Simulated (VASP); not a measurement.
# BBi (relaxed from the CsCl type structure, space group Pm-3m): computed properties

Calculation: PBEsol GGA, VASP's PBE PAW potentials (set 64) (plane waves; VASP).

```
Property                                                               Value
----------------------------------  ----------------------------------------
space group                                                      Pm-3m (221)
cell                                a = b = c = 3.3046 Å, α = β = γ = 90.00°
volume per atom                                                18.04 Å³/atom
band gap (over mesh and band path)  none (metal, semimetal or under 0.01 eV)
density                                                          10.11 g/cm³
```

```yaml
crystal:
  lattice:
    - [3.30457, 0.00000, 0.00000]
    - [0.00000, 3.30457, 0.00000]
    - [0.00000, 0.00000, 3.30457]
  atoms:
    - { symbol: B, position: [0.00000, 0.00000, 0.00000] }
    - { symbol: Bi, position: [0.50000, 0.50000, 0.50000] }
```

Unless said otherwise, spin-orbit coupling is left out, though it shifts the bands of the heavy elements here.

The structure was generated: BBi was put into the CsCl type type (Pm-3m), which need not be its known phase. It was relaxed first, which changed the volume by +32 %. Symmetry was kept, so distortions that lower it aren't found.
